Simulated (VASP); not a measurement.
# BiCl3O (Pm-3m) in VASP: notebook

Aim: see how the results for BiCl3O move with the level of theory and the settings. Levels: PBE, PBEsol, rSCAN. Tasks: relaxation of cell and atoms, electron localisation function.

All numbers are computed with VASP 6.6.1; they aren't measurements. Logs are shortened: lines on timing, memory, paths and dates and some standing lists are left out, and cuts for length are marked.

## Step 1: The crystal as given

The structure is cubic, space group Pm-3m (No. 221). The conventional cell has a = 5.399 Å, b = 5.399 Å, c = 5.399 Å, α = 90.00°, β = 90.00°, γ = 90.00°. Bi (site symmetry m-3m) has 6 Cl at 2.70 Å as nearest neighbours. Around Cl (site symmetry 4/mmm) lie 2 Bi at 2.70 Å. Around O (site symmetry m-3m) lie 12 Cl at 3.82 Å.

The cell was built by a generator and needn't be a form met in nature.

## Step 2: Relaxation of cell and atoms, PBE

INCAR reads:

```
PREC = Accurate
ENCUT = 600
EDIFF = 1E-6
ISMEAR = 0
SIGMA = 0.05
LREAL = F
LASPH = T
NELM = 100
ALGO = Fast
ISIF = 3
LWAVE = F
LCHARG = F
GGA = PE
IBRION = 2
NSW = 60
EDIFFG = -0.01
```

KPOINTS reads:

```
regular mesh
0
Gamma
  5 5 5
```

POSCAR reads:

```
BiCl3O
1.0
    5.3986900000      0.0000000000      0.0000000000
    0.0000000000      5.3986900000      0.0000000000
    0.0000000000      0.0000000000      5.3986900000
Bi Cl O
1 3 1
Direct
    0.5000000000      0.5000000000      0.5000000000
    0.0000000000      0.5000000000      0.5000000000
    0.5000000000      0.0000000000      0.5000000000
    0.5000000000      0.5000000000      0.0000000000
    0.0000000000      0.0000000000      0.0000000000
```

Potentials or basis: VASP PAW PBE potentials, release 64 (Bi_d, Cl, O).

Launch:

```sh
> cat potpaw_PBE.64/Bi_d/POTCAR potpaw_PBE.64/Cl/POTCAR potpaw_PBE.64/O/POTCAR > POTCAR
> mpirun -np 1 vasp_std > vasp.out
```

OUTCAR:

```text
PREC = Accurate
   ENCUT = 600
   EDIFF = 1E-6
   ISMEAR = 0
   LREAL = F
   LASPH = T
   NELM = 100
   ISIF = 3
   GGA = PE
   IBRION = 2
   NSW = 60
   EDIFFG = -0.01

 ion  position               nearest neighbor table
   1  0.500  0.500  0.500-   2 2.70   3 2.70   4 2.70   4 2.70   3 2.70   2 2.70
   2  0.000  0.500  0.500-   1 2.70   1 2.70
   3  0.500  0.000  0.500-   1 2.70   1 2.70
   4  0.500  0.500  0.000-   1 2.70   1 2.70
   5  0.000  0.000  0.000-

  LATTYP: Found a simple cubic cell.
 ALAT       =     5.3986900000

  Lattice vectors:

 A1 = (   5.3986900000,   0.0000000000,   0.0000000000)
 A2 = (   0.0000000000,   5.3986900000,   0.0000000000)
 A3 = (   0.0000000000,   0.0000000000,   5.3986900000)

Analysis of symmetry for initial positions (statically):
=====================================================================
 Subroutine PRICEL returns:
 Original cell was already a primitive cell.

 Routine SETGRP: Setting up the symmetry group for a
 simple cubic supercell.

 Subroutine GETGRP returns: Found 48 space group operations
 (whereof 48 operations were pure point group operations)
 out of a pool of 48 trial point group operations.

The static configuration has the point symmetry O_h .

Analysis of symmetry for dynamics (positions and initial velocities):
=====================================================================
 Subroutine PRICEL returns:
 Original cell was already a primitive cell.

 Routine SETGRP: Setting up the symmetry group for a
 simple cubic supercell.

 Subroutine GETGRP returns: Found 48 space group operations
 (whereof 48 operations were pure point group operations)
 out of a pool of 48 trial point group operations.

The dynamic configuration has the point symmetry O_h .

 Subroutine INISYM returns: Found 48 space group operations
 (whereof 48 operations are pure point group operations),
 and found     1 'primitive' translations

----------------------------------------------------------------------------------------

                                     Primitive cell

  volume of cell :     157.3494

  direct lattice vectors                    reciprocal lattice vectors
     5.398690000  0.000000000  0.000000000     0.185230121  0.000000000  0.000000000
     0.000000000  5.398690000  0.000000000     0.000000000  0.185230121  0.000000000
     0.000000000  0.000000000  5.398690000     0.000000000  0.000000000  0.185230121

  length of vectors
     5.398690000  5.398690000  5.398690000     0.185230121  0.185230121  0.185230121

  position of ions in fractional coordinates (direct lattice)
     0.500000000  0.500000000  0.500000000
     0.000000000  0.500000000  0.500000000
     0.500000000  0.000000000  0.500000000
     0.500000000  0.500000000  0.000000000
     0.000000000  0.000000000  0.000000000

  ion indices of the primitive-cell ions
   primitive index   ion index
                 1           1
                 2           2
                 3           3
                 4           4
                 5           5

----------------------------------------------------------------------------------------

 KPOINTS: regular mesh

Automatic generation of k-mesh.
 Grid dimensions read from file:
 generate k-points for:    5    5    5

 Generating k-lattice:

  Cartesian coordinates                     Fractional coordinates (reciprocal lattice)
     0.037046024  0.000000000  0.000000000     0.200000000  0.000000000  0.000000000
     0.000000000  0.037046024  0.000000000     0.000000000  0.200000000  0.000000000
     0.000000000  0.000000000  0.037046024     0.000000000  0.000000000  0.200000000

  Length of vectors
     0.037046024  0.037046024  0.037046024

  Shift w.r.t. Gamma in fractional coordinates (k-lattice)
     0.000000000  0.000000000  0.000000000

 Subroutine IBZKPT returns following result:
 ===========================================

 Found     10 irreducible k-points:

 Following reciprocal coordinates:
            Coordinates               Weight
  0.000000  0.000000  0.000000      1.000000
  0.200000  0.000000  0.000000      6.000000
  0.400000  0.000000  0.000000      6.000000
  0.200000  0.200000  0.000000     12.000000
  0.400000  0.200000  0.000000     24.000000
  0.400000  0.400000  0.000000     12.000000
  0.200000  0.200000  0.200000      8.000000
  0.400000  0.200000  0.200000     24.000000
  0.400000  0.400000  0.200000     24.000000
  0.400000  0.400000  0.400000      8.000000
   k-points           NKPTS =     10   k-points in BZ     NKDIM =     10   number of bands    NBANDS=     25
   number of dos      NEDOS =    301   number of ions     NIONS =      5
   total plane-waves  NPLWV = 110592
   dimension x,y,z NGX =    48 NGY =   48 NGZ =   48
   dimension x,y,z NGXF=    96 NGYF=   96 NGZF=   96
   ions per type =               1   3   1
   NGX,Y,Z   is equivalent  to a cutoff of  14.78, 14.78, 14.78 a.u.
   NGXF,Y,Z  is equivalent  to a cutoff of  29.56, 29.56, 29.56 a.u.
 SYSTEM =  unknown system
   PREC   = accura    normal or accurate (medium, high low for compatibility)
   ISTART =      0    job   : 0-new  1-cont  2-samecut
   ICHARG =      2    charge: 1-file 2-atom 10-const
   ISPIN  =      1    spin polarized calculation?
   LNONCOLLINEAR =      F non collinear calculations
   LSORBIT =      F    spin-orbit coupling
   LASPH  =      T    aspherical Exc in radial PAW
   ENCUT  =  600.0 eV  44.10 Ry    6.64 a.u.  10.78 10.78 10.78*2*pi/ulx,y,z
   NELM   =    100;   NELMIN=  2; NELMDL= -5     # of ELM steps
   EDIFF  = 0.1E-05   stopping-criterion for ELM
   LREAL  =      F    real-space projection
   EDIFFG = -.1E-01   stopping-criterion for IOM
   NSW    =     60    number of steps for IOM
   IBRION =      2    ionic relax: 0-MD 1-quasi-New 2-CG
   NFREE  =      1    steps in history (QN), initial steepest desc. (CG)
   ISIF   =      3    stress and relaxation
   ISYM   =      2    0-nonsym 1-usesym 2-fastsym
   POTIM  = 0.5000    time-step for ionic-motion
   TEBEG  =    0.0;   TEEND  =   0.0 temperature during run
   PSTRESS=    0.0 pullay stress
   NELECT =      42.0000    total number of electrons
   NUPDOWN=      -1.0000    fix difference up-down
   EMIN   =  10.00;   EMAX   =-10.00  energy-range for DOS
   EFERMI =   0.00;   METHOD = LEGACY
   ISMEAR =     0;   SIGMA  =   0.05  broadening in eV -4-tet -1-fermi 0-gaus
   EFERMI_NEDOS =   21; number of points for ismear=-14 and -15
   IALGO  =     68    algorithm
   IMIX   =      4    mixing-type and parameters
     AMIX     =   0.40;   BMIX     =  1.00
     AMIX_MAG =   1.60;   BMIX_MAG =  1.00
  volume/ion in A,a.u.               =      31.47       212.37
  Fermi-wavevector in a.u.,A,eV,Ry     =   1.054070  1.991904 15.116943  1.111064
  Thomas-Fermi vector in A             =   2.189216
   LORBIT       =      0    0 simple, 1 ext, 2 COOP (PROOUT), +10 PAW based schemes
   GGA     = PE    functional components
   LHFCALC =     F    Hartree Fock is set to
   AEXX    =    0.0000 exact exchange contribution
   IVDW    =     0    specifies the selected vdW correction
   LEPSILON=     F    determine dielectric tensor
   LRPA    =     F    only Hartree local field effects (RPA)
 conjugate gradient relaxation of ions
 non-spin polarized calculation
 RMM-DIIS sequential band-by-band and
 Gauss-broadening in eV      SIGMA  =   0.05
  energy-cutoff  :      600.00
  volume of cell :      157.35
 maximum number of plane-waves:      5264
 NGX is ok and might be reduce to    48
   NGX = 21   NGY = 21   NGZ = 21

 number of electron      42.0000012 magnetization

 Free energy of the ion-electron system (eV)
  ---------------------------------------------------
  ext. energy  EPLUGINS =         0.00000000
  ---------------------------------------------------
  free energy    TOTEN  =       -13.43338593 eV

  energy without entropy =      -13.37844272  energy(sigma->0) =      -13.40591433

 E-fermi :  -1.0158     XC(G=0):  -7.5156

 val. band max:       -1.0169323601   @ k =   0.4000   0.2000   0.2000
 cond. band min:      -1.0128347102   @ k =   0.4000   0.4000   0.2000
 fundamental gap:      0.0040976499
 Fermi energy:        -1.0157542020

 k-point     1 :       0.0000    0.0000    0.0000
  band No.  band energies     occupation
      1     -23.4101      2.00000
      2     -23.4101      2.00000
      3     -23.3490      2.00000
      4     -23.3490      2.00000
      5     -23.3490      2.00000
      6     -15.9869      2.00000
[... 17 lines left out ...]
     24       5.9401      0.00000
     25       6.6507      0.00000

 k-point     2 :       0.2000    0.0000    0.0000
  band No.  band energies     occupation
      1     -23.4101      2.00000
      2     -23.4058      2.00000
      3     -23.3491      2.00000
      4     -23.3491      2.00000
      5     -23.3490      2.00000
      6     -15.9834      2.00000
[... 17 lines left out ...]
     24       5.6029      0.00000
     25       6.3057      0.00000

 k-point     3 :       0.4000    0.0000    0.0000
  band No.  band energies     occupation
      1     -23.4101      2.00000
      2     -23.3987      2.00000
      3     -23.3494      2.00000
      4     -23.3494      2.00000
      5     -23.3490      2.00000
      6     -15.9784      2.00000
[... 160 lines left out ...]
 k-point     9 :       0.4000    0.4000    0.2000
  band No.  band energies     occupation
      1     -23.4001      2.00000
      2     -23.3929      2.00000
      3     -23.3497      2.00000
      4     -23.3495      2.00000
      5     -23.3495      2.00000
      6     -15.9754      2.00000
[... 17 lines left out ...]
     24       2.0079      0.00000
     25       3.7777      0.00000

 k-point    10 :       0.4000    0.4000    0.4000
  band No.  band energies     occupation
      1     -23.3929      2.00000
      2     -23.3929      2.00000
      3     -23.3497      2.00000
      4     -23.3497      2.00000
      5     -23.3497      2.00000
      6     -15.9748      2.00000
[... 17 lines left out ...]
     24       1.5785      0.00000
     25       1.9057      0.00000

------------------------ aborting loop because EDIFF is reached ----------------------------------------

  FORCE on cell =-STRESS in cart. coord.  units (eV):
  Direction    XX          YY          ZZ          XY          YZ          ZX
  --------------------------------------------------------------------------------------
  -------------------------------------------------------------------------------------
  Total        0.0376267      0.0376267      0.0376267      0.0000000      0.0000000      0.0000000
  in kB        0.3831256      0.3831256      0.3831256      0.0000000      0.0000000      0.0000000
  external PRESSURE =       0.3831256 kB  Pullay stress =       0.0000000 kB

 VOLUME and BASIS-vectors are now :
 -----------------------------------------------------------------------------
  energy-cutoff  :      600.00
  volume of cell :      157.35
      direct lattice vectors                 reciprocal lattice vectors
     5.398690000  0.000000000  0.000000000     0.185230121  0.000000000  0.000000000
     0.000000000  5.398690000  0.000000000     0.000000000  0.185230121  0.000000000
     0.000000000  0.000000000  5.398690000     0.000000000  0.000000000  0.185230121

 POSITION                                       TOTAL-FORCE (eV/Angst)
 -----------------------------------------------------------------------------------
      2.69935      2.69935      2.69935         0.000000      0.000000      0.000000
      0.00000      2.69935      2.69935         0.000000      0.000000      0.000000
      2.69935      0.00000      2.69935         0.000000      0.000000      0.000000
      2.69935      2.69935      0.00000         0.000000      0.000000      0.000000
      0.00000      0.00000      0.00000         0.000000      0.000000      0.000000
 -----------------------------------------------------------------------------------
    total drift:                                0.000000     -0.000000     -0.000000

  FREE ENERGIE OF THE ION-ELECTRON SYSTEM (eV)
  ---------------------------------------------------
  free  energy   TOTEN  =       -13.4333859345 eV

  energy  without entropy=      -13.3784427201  energy(sigma->0) =      -13.40591433

 reached required accuracy - stopping structural energy minimisation
```

Run time: 50 s. Hardware: 1 thread of AMD EPYC 9R14 (Zen 4), shared host; peak memory 0.31 GiB.

Results:

```yaml
Free_energy: -13.4334 eV
Pressure_after_relaxing: 0.0 GPa
Band_gap_on_the_k_mesh: none (metal or under the smearing width)
```

Final structure:
```
Bi Cl O
1.0
     5.39869    0.00000    0.00000
     0.00000    5.39869    0.00000
     0.00000    0.00000    5.39869
Bi Cl O
1 3 1
Direct
  0.50000 0.50000 0.50000
  0.00000 0.50000 0.50000
  0.50000 0.00000 0.50000
  0.50000 0.50000 0.00000
  0.00000 0.00000 0.00000
```

Caveat: the relaxation stopped at its first step, so nothing moved; spin-orbit coupling is left out, which moves the levels of the heavy elements.

## Step 3: Relaxation of cell and atoms, PBEsol

INCAR reads:

```
SYSTEM = BiCl3O
PREC = Accurate ; ENCUT = 600
EDIFF = 1E-7 ; ISMEAR = 0
SIGMA = 0.05 ; LREAL = .False.
LASPH = .True. ; NELM = 80
ALGO = Normal ; ISIF = 3
LWAVE = .False. ; LCHARG = .False.
GGA = PS ; IBRION = 2
NSW = 60 ; EDIFFG = -0.02
```

KPOINTS reads:

```
regular mesh
0
Gamma
  5 5 5
  0 0 0
```

POSCAR is that of step 2.

Potentials or basis: VASP PAW PBE potentials, release 64 (Bi_d, Cl, O).

Launch:

```sh
> cat potpaw_PBE.64/Bi_d/POTCAR potpaw_PBE.64/Cl/POTCAR potpaw_PBE.64/O/POTCAR > POTCAR
> mpirun -np 1 vasp_std > vasp.out
```

It took 1.9 min on 1 thread of AMD EPYC 9R14 (Zen 4), shared host; peak memory 0.33 GiB.

Results (log left out):

| Property | Result |
| --- | --- |
| Free energy | -14.2657 eV |
| Relaxed volume | 30.00 Å³/atom |
| Relaxed cell | a = 5.313 Å, b = 5.313 Å, c = 5.313 Å, α = 90.00°, β = 90.00°, γ = 90.00° |
| Space group after relaxing (to 0.05 Å) | Pm-3m (No. 221) |
| Energy gained by relaxing | 6.7 meV/atom |
| Ionic steps | 3 |
| Pressure after relaxing | 0.0 GPa |
| Band gap on the k mesh | none (metal or under the smearing width) |

The path:
| step | energy change (eV) | largest force (eV/Å) | pressure (GPa) | volume (Å³) |
| --- | --- | --- | --- | --- |
| 1 | 0.0000 | 0.0000 | -1.42 | 157.35 |
| 2 | -0.0329 | 0.0000 | -0.23 | 151.08 |
| 3 | -0.0337 | 0.0000 | 0.00 | 150.02 |

Final structure:
```cif
data_structure
_symmetry_space_group_name_H-M 'P 1'
_symmetry_Int_Tables_number 1
_cell_length_a 5.3135
_cell_length_b 5.3135
_cell_length_c 5.3135
_cell_angle_alpha 90.000
_cell_angle_beta 90.000
_cell_angle_gamma 90.000
_cell_volume 150.02
loop_
_atom_site_label
_atom_site_type_symbol
_atom_site_fract_x
_atom_site_fract_y
_atom_site_fract_z
_atom_site_occupancy
Bi1 Bi 0.50000 0.50000 0.50000 1
Cl1 Cl 0.00000 0.50000 0.50000 1
Cl2 Cl 0.50000 0.00000 0.50000 1
Cl3 Cl 0.50000 0.50000 0.00000 1
O1 O 0.00000 0.00000 0.00000 1
```

Levels at points of the mesh, in eV from the Fermi level:
```
           k point  band 18  band 19  band 20  band 21  band 22  band 23
(0.00, 0.00, 0.00)    -1.01    -1.01     0.03     0.03     0.03     6.79
```

Caveat: the PAW data sets were made with another functional, which shifts forces and pressure a little; spin-orbit coupling is left out, which moves the levels of the heavy elements.

## Step 4: Electron localisation function, rSCAN

INCAR reads:

```
SYSTEM = BiCl3O
PREC     = Accurate       ! precision mode
ENCUT    = 600            ! plane-wave cutoff, eV
EDIFF    = 1E-6           ! SCF threshold, eV
ISMEAR   = -1             ! smearing method
SIGMA    = 0.05           ! smearing width, eV
LREAL    = .FALSE.        ! projectors in reciprocal space
LASPH    = .TRUE.         ! aspherical terms in the spheres
NELM     = 60             ! most SCF steps
ALGO     = Normal         ! electronic algorithm
ISIF     = 2              ! what is computed and relaxed
LWAVE    = .FALSE.        ! write WAVECAR
LCHARG   = .TRUE.         ! write CHGCAR
METAGGA  = RSCAN          ! meta-GGA
LMIXTAU  = .TRUE.       
LELF     = .TRUE.         ! ELF
```

KPOINTS reads:

```
regular mesh
0
G
  5 5 5
  0 0 0
```

POSCAR is that of step 3.

Potentials or basis: VASP PAW PBE potentials, release 64 (Bi_d_GW, Cl_GW, O_GW).

Launch:

```sh
> cat potpaw_PBE.64/Bi_d_GW/POTCAR potpaw_PBE.64/Cl_GW/POTCAR potpaw_PBE.64/O_GW/POTCAR > POTCAR
> mpirun -np 1 vasp_std > vasp.out
```

Wall time 4.9 min (1 thread of AMD EPYC 9R14 (Zen 4), shared host); peak memory 0.37 GiB.

The run converged. Its results:

```yaml
Free_energy: -135.0199 eV
Pressure: -1.2 GPa
Band_gap_on_the_k_mesh: none (metal or under the smearing width)
```

Levels at points of the mesh, in eV from the Fermi level:
| k point | band 19 | band 20 | band 21 | band 22 | band 23 | band 24 | band 25 | band 26 |
| --- | --- | --- | --- | --- | --- | --- | --- | --- |
| (0.00, 0.00, 0.00) | -0.95 | -0.95 | 0.01 | 0.01 | 0.01 | 7.32 | 7.32 | 7.44 |

Caveat: the PAW data sets were made with another functional, which shifts forces and pressure a little; spin-orbit coupling is left out, which moves the levels of the heavy elements.

## Step 5: The reference run

An earlier run on the cell as given: functional PBE; potentials or basis VASP PAW PBE potentials, release 64 (Bi_d, Cl, O); cutoff 520 eV; k mesh 5 × 5 × 5; occupations fermi-dirac, width 0.05 eV; no spin polarisation.

* Pressure: 0.0 GPa
* Band gap on the k mesh: none (metal or under the smearing width)

## Step 6: Overview

```csv
task,level,potentials or basis,cell,cutoff (eV),smearing,gap on the mesh (eV),pressure (GPa)
relaxation of cell and atoms,PBE,"VASP PAW PBE potentials, release 64 (Bi_d, Cl, O)",relaxed,600,gaussian 0.05 eV,none,0.0
relaxation of cell and atoms,PBEsol,"VASP PAW PBE potentials, release 64 (Bi_d, Cl, O)",relaxed,600,gaussian 0.05 eV,none,0.0
electron localisation function,rSCAN,"VASP PAW PBE potentials, release 64 (Bi_d_GW, Cl_GW, O_GW)",as given,600,fermi-dirac 0.05 eV,none,-1.2
single point,PBE,"VASP PAW PBE potentials, release 64 (Bi_d, Cl, O)",as given,520,fermi-dirac 0.05 eV,none,0.0
```

Alike in all rows: no spin polarisation; k mesh 5 × 5 × 5.

Caveats: spin-orbit coupling is left out, which moves the levels of the heavy elements; the PAW data sets were made with another functional, which shifts forces and pressure a little (some runs); the relaxation stopped at its first step, so nothing moved (some runs).

Absolute energies hang on the potentials; compare differences alone.
